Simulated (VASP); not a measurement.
Consider the following.

```
CELL_PARAMETERS angstrom
      0.00000     2.77997     2.77997
      2.77997     0.00000     2.77997
      2.77997     2.77997     0.00000
ATOMIC_POSITIONS crystal
  Ag 0.00000 0.00000 0.00000
  Cl 0.50000 0.50000 0.50000
```

The numbers are results of PBE GGA with D3 dispersion (Becke-Johnson damping), VASP's PBE PAW potentials (set 64) (plane waves; VASP), not measurements. Numerical set-up: 520 eV cut-off, 8×8×8 Γ-centred mesh, Gaussian smearing of 0.050 eV, potentials Ag Cl.

Q: Give the stress tensor in GPa (positive for a compressed cell).

A: 
```
-1.38   0.00   0.00
 0.00  -1.38   0.00
 0.00   0.00  -1.38
```
The pressure is its mean diagonal, -1.38 GPa.

The compound is AgCl in the rock salt structure. This cell is one point of a volume scan, at 1.03 of the reference volume.
